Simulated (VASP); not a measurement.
Input for VASP

### POSCAR
```
Te
1
    2.2572060000    -3.9095950000     0.0000000000
    2.2572060000     3.9095950000     0.0000000000
    0.0000000000     0.0000000000     6.0023460000
Te
3
Direct
  0.0000000000   0.2630000000   0.6666670000
  0.7370000000   0.7370000000   0.0000000000
  0.2630000000   0.0000000000   0.3333330000
```

### INCAR
```
ALGO=Normal
EDIFF=1E-6
ENCUT=300
GGA=PE
ISIF=2
ISMEAR=-1
LASPH=.True.
LCHARG=.False.
LMAXMIX=4
LREAL=.False.
LWAVE=.False.
NELM=100
PREC=Accurate
SIGMA=0.05
SYSTEM=Te
```

**KPOINTS**
```
Automatic mesh
0
Gamma
5 5 3
0 0 0
```

POTCAR, in this order: Te (PBE.64 set). Program: vasp_std.

Task: Write an equivalent input for Quantum ESPRESSO's pw.x.

Result: One equivalent input (not run):
```
&CONTROL
  calculation = 'scf'
  pseudo_dir = './pseudo'
  outdir = './out'
  tprnfor = .true.
  tstress = .true.
/
&SYSTEM
  ibrav = 0
  nat = 3
  ntyp = 1
  ecutwfc = 82.3
  occupations = 'smearing'
  smearing = 'fermi-dirac'
  degauss = 0.003675
  input_dft = 'pbe'
/
&ELECTRONS
  conv_thr = 7.3e-08
  electron_maxstep = 100
/
ATOMIC_SPECIES
  Te 127.600 Te.upf
CELL_PARAMETERS angstrom
     2.2572060   -3.9095950    0.0000000
     2.2572060    3.9095950    0.0000000
     0.0000000    0.0000000    6.0023460
ATOMIC_POSITIONS crystal
  Te   0.0000000  0.2630000  0.6666670
  Te   0.7370000  0.7370000  0.0000000
  Te   0.2630000  0.0000000  0.3333330
K_POINTS automatic
  5 5 3 0 0 0
```
The two are equivalent in intent, not identical: the potentials are each code's own (VASP's PAW set, PseudoDojo norm-conserving files in pw.x), so ENCUT and ecutwfc are chosen apart and not converted; conv_thr bounds pw.x's estimated SCF error, while EDIFF bounds the energy change between steps.

The structure is a typed Te crystal (P3_121). The cell was not relaxed at this level.
